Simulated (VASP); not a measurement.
Output of a VASP run:

### OUTCAR
```
 ion  position               nearest neighbor table
   1  0.038  0.038  0.962-   3 2.19   3 2.19   2 2.19   2 2.19   3 2.42   3 2.42   2 2.42   2 2.42
  LATTYP: Found a face centered cubic cell.
 ALAT       =     5.3116486862
 Subroutine PRICEL returns:
 Original cell was already a primitive cell.
 Subroutine GETGRP returns: Found  8 space group operations
The static configuration has the point symmetry C_4v.
The dynamic configuration has the point symmetry C_4v.
 Subroutine INISYM returns: Found  8 space group operations
 Subroutine IBZKPT returns following result:
 Found    102 irreducible k-points:

 Following reciprocal coordinates:
            Coordinates               Weight
  0.000000  0.000000  0.000000      1.000000
  0.100000  0.000000  0.000000      8.000000
  0.200000  0.000000  0.000000      8.000000
  0.300000  0.000000  0.000000      8.000000
  0.400000  0.000000  0.000000      8.000000
  0.500000  0.000000  0.000000      4.000000
  0.100000  0.100000  0.000000      2.000000
  0.000000  0.100000  0.100000      4.000000
  0.200000  0.100000  0.000000      8.000000
  0.000000  0.200000  0.100000     16.000000
  0.300000  0.100000  0.000000      8.000000
  0.000000  0.300000  0.100000     16.000000
  0.400000  0.100000  0.000000      8.000000
  0.000000  0.400000  0.100000     16.000000
  0.500000  0.100000  0.000000      8.000000
  0.000000  0.500000  0.100000     16.000000
 -0.400000  0.100000  0.000000      8.000000
  0.000000 -0.400000  0.100000     16.000000
 -0.300000  0.100000  0.000000      8.000000
  0.000000 -0.300000  0.100000     16.000000
 -0.200000  0.100000  0.000000      8.000000
  0.000000 -0.200000  0.100000     16.000000
 -0.100000  0.100000  0.000000      4.000000
  0.000000 -0.100000  0.100000      8.000000
  0.200000  0.200000  0.000000      2.000000
  0.000000  0.200000  0.200000      4.000000
  0.300000  0.200000  0.000000      8.000000
  0.000000  0.300000  0.200000     16.000000
  0.400000  0.200000  0.000000      8.000000
  0.000000  0.400000  0.200000     16.000000
  0.500000  0.200000  0.000000      8.000000
  0.000000  0.500000  0.200000     16.000000
 -0.400000  0.200000  0.000000      8.000000
  0.000000 -0.400000  0.200000     16.000000
 -0.300000  0.200000  0.000000      8.000000
  0.000000 -0.300000  0.200000     16.000000
 -0.200000  0.200000  0.000000      4.000000
  0.000000 -0.200000  0.200000      8.000000
  0.300000  0.300000  0.000000      2.000000
  0.000000  0.300000  0.300000      4.000000
   k-points           NKPTS =    102   k-points in BZ     NKDIM =    102   number of bands    NBANDS=     12
   number of dos      NEDOS =    301   number of ions     NIONS =      3
   total plane-waves  NPLWV =  21952
   dimension x,y,z NGX =    28 NGY =   28 NGZ =   28
   dimension x,y,z NGXF=    56 NGYF=   56 NGZF=   56
   ions per type =               1   2
   PREC   = accura    normal or accurate (medium, high low for compatibility)
   ISTART =      0    job   : 0-new  1-cont  2-samecut
   ICHARG =      2    charge: 1-file 2-atom 10-const
   ISPIN  =      1    spin polarized calculation?
   LNONCOLLINEAR =      F non collinear calculations
   LSORBIT =      F    spin-orbit coupling
   INIWAV =      1    electr: 0-lowe 1-rand  2-diag
   ENCUT  =  480.0 eV  35.28 Ry    5.94 a.u.   6.71  6.71  6.71*2*pi/ulx,y,z
   NELM   =    100;   NELMIN=  2; NELMDL= -5     # of ELM steps
   EDIFF  = 0.1E-06   stopping-criterion for ELM
   LREAL  =      F    real-space projection
   NLSPLINE    = F    spline interpolate recip. space projectors
   LMAXMIX     =    4 max onsite mixed and CHGCAR
   VOSKOWN=      0    Vosko Wilk Nusair interpolation
   EDIFFG = 0.1E-05   stopping-criterion for IOM
   NSW    =      0    number of steps for IOM
   NBLOCK =      1;   KBLOCK =      1    inner block; outer block
   IBRION =     -1    ionic relax: 0-MD 1-quasi-New 2-CG
   NFREE  =      0    steps in history (QN), initial steepest desc. (CG)
...
```

**OSZICAR**
```
       N       E                     dE             d eps       ncg     rms          rms(c)
DAV:   1     0.541408836279E+02    0.54141E+02   -0.67813E+03  2448   0.134E+03
DAV:   2    -0.311813695518E+02   -0.85322E+02   -0.79591E+02  2468   0.257E+02
DAV:   3    -0.353839189271E+02   -0.42025E+01   -0.40410E+01  3132   0.665E+01
DAV:   4    -0.354782205795E+02   -0.94302E-01   -0.94139E-01  2920   0.953E+00
DAV:   5    -0.354810335635E+02   -0.28130E-02   -0.28125E-02  3272   0.172E+00    0.161E+01
DAV:   6    -0.363191164676E+02   -0.83808E+00   -0.42549E+01  2768   0.146E+02    0.172E+01
DAV:   7    -0.317104447545E+02    0.46087E+01   -0.15266E+01  3048   0.106E+02    0.465E+00
DAV:   8    -0.317769071587E+02   -0.66462E-01   -0.14947E+00  3704   0.161E+01    0.340E+00
DAV:   9    -0.317417975010E+02    0.35110E-01   -0.38207E-01  2960   0.142E+01    0.676E-01
DAV:  10    -0.317473239948E+02   -0.55265E-02   -0.15623E-02  2744   0.124E+00    0.514E-01
DAV:  11    -0.317454737407E+02    0.18503E-02   -0.69038E-03  3128   0.171E+00    0.786E-02
DAV:  12    -0.317461103510E+02   -0.63661E-03   -0.14786E-03  2824   0.553E-01    0.528E-02
DAV:  13    -0.317463464052E+02   -0.23605E-03   -0.15011E-04  2984   0.184E-01    0.133E-02
DAV:  14    -0.317463239209E+02    0.22484E-04   -0.13526E-05  2984   0.382E-02    0.501E-03
DAV:  15    -0.317463515346E+02   -0.27614E-04   -0.76682E-06  2584   0.435E-02    0.656E-03
DAV:  16    -0.317463400493E+02    0.11485E-04   -0.16165E-06  3016   0.269E-02    0.201E-03
DAV:  17    -0.317463407941E+02   -0.74482E-06   -0.20766E-07  1920   0.561E-03    0.871E-04
DAV:  18    -0.317463378808E+02    0.29133E-05   -0.10927E-07  1396   0.703E-03    0.598E-04
DAV:  19    -0.317463396613E+02   -0.17805E-05   -0.41953E-08  1360   0.462E-03    0.115E-04
DAV:  20    -0.317463394969E+02    0.16440E-06   -0.70524E-09  1304   0.931E-04    0.221E-04
DAV:  21    -0.317463394328E+02    0.64102E-07   -0.34642E-09  1288   0.130E-03
   1 F= -.31746339E+02 E0= -.31746485E+02  d E =0.435851E-03
```

**OUTCAR**
```
------------------------ aborting loop because EDIFF is reached ----------------------------------------
  FORCE on cell =-STRESS in cart. coord.  units (eV):
  Direction    XX          YY          ZZ          XY          YZ          ZX
  --------------------------------------------------------------------------------------
  Total        1.0443150      1.0443150      0.5956489      0.0000000      0.0000000     -0.0000000
  in kB       44.6595224     44.6595224     25.4725776      0.0000000      0.0000000     -0.0000000
  external PRESSURE =      38.2638741 kB  Pullay stress =       0.0000000 kB
  volume of cell :       37.47
      direct lattice vectors                 reciprocal lattice vectors
     0.000000000  2.655824343  2.655824343    -0.188265463  0.188265463  0.188265463
     2.655824343  0.000000000  2.655824343     0.188265463 -0.188265463  0.188265463
     2.655824343  2.655824343  0.000000000     0.188265463  0.188265463 -0.188265463
 POSITION                                       TOTAL-FORCE (eV/Angst)
 -----------------------------------------------------------------------------------
      2.65582      2.65582      0.20000         0.000000      0.000000     -2.649546
      1.32791      1.32791      1.32791         0.000000      0.000000      1.324773
      3.98374      3.98374      3.98374        -0.000000     -0.000000      1.324773
 -----------------------------------------------------------------------------------
    total drift:                                0.000100      0.000100     -0.000071
  FREE ENERGIE OF THE ION-ELECTRON SYSTEM (eV)
  ---------------------------------------------------
  free  energy   TOTEN  =       -31.7463394328 eV

  energy  without entropy=      -31.7467752839  energy(sigma->0) =      -31.74648472
```
(Selected blocks of OUTCAR.)

POSCAR:
```
CoSi2
1
    0.0000000000     2.6558243431     2.6558243431
    2.6558243431     0.0000000000     2.6558243431
    2.6558243431     2.6558243431     0.0000000000
Co Si
1 2
Direct
  0.0376530926   0.0376530926  -0.0376530926
  0.2500000000   0.2500000000   0.2500000000
  0.7500000000   0.7500000000   0.7500000000
```

Question: Write an INCAR and KPOINTS that could have produced this output.

Answer: Several could match; the one computed here: the input of the run itself, r2SCAN meta-GGA, plane waves, VASP's PBE PAW potentials (set 64).

**KPOINTS**
```
Automatic
0
gamma
  10 10 10
```

INCAR:
```
SYSTEM=CoSi2
PREC=Accurate; ENCUT=480; LREAL=F
LASPH=T
EDIFF=1E-7; NELM=100; ALGO=Normal
LMAXMIX=4; LMIXTAU=T
ISMEAR=1; SIGMA=0.1
METAGGA=R2SCAN
ISIF=2
LWAVE=F; LCHARG=F
```

POTCAR, in this order: Co Si (PBE.64 set). Program: vasp_std.

The compound is CoSi2 in the fluorite structure. This cell was strained or had an atom moved on purpose. The run is not spin-polarised, so no magnetic state was tried. The electron count is odd and the run is not spin-polarised, which forces a metal.
